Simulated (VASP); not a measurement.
Computed with PBEsol GGA, VASP's PBE PAW potentials (set 64) (plane waves; VASP). Each cell was relaxed at this level, without spin-orbit coupling.

Question: Which of these comes out without a gap?
A) MgB2, P6/mmm (191)
B) C, Fd-3m (227)
C) CaSe, Fm-3m (225)
D) TiO2, P4_2/mnm (136)

Answer: A, MgB2, P6/mmm (191). The others have gaps of 4.03 eV (C, Fd-3m (227)), 1.88 eV (CaSe, Fm-3m (225)), 1.83 eV (TiO2, P4_2/mnm (136)).
